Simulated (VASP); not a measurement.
```
CELL_PARAMETERS angstrom
      0.00000     3.31490     3.31490
      3.31490     0.00000     3.31490
      3.31490     3.31490     0.00000
ATOMIC_POSITIONS crystal
  In 0.00000 0.00000 0.00000
  Sb 0.25000 0.25000 0.25000
```

Method: PW91 GGA, VASP's PBE PAW potentials (set 64) (plane waves; VASP 6.6.1). Settings: 520 eV cut-off, Gaussian smearing of 0.050 eV, potentials In_d Sb.

Give the energies of bands 7 to 12 at the high-symmetry points, in eV from the Fermi level.

```csv
band,Γ,X,U,L,W
7,-0.58,-5.64,-5.52,-5.32,-5.54
8,0.00,-2.05,-2.82,-0.91,-2.59
9,0.00,-2.05,-1.73,-0.91,-2.46
10,0.00,1.35,1.64,0.42,3.25
11,2.96,1.46,3.58,3.79,3.97
12,2.96,7.73,6.01,3.79,4.08
```

It has no gap at this level: it comes out as a metal or semimetal.

The compound is InSb in the zinc blende structure. It was relaxed first, which changed the volume by +7 %.
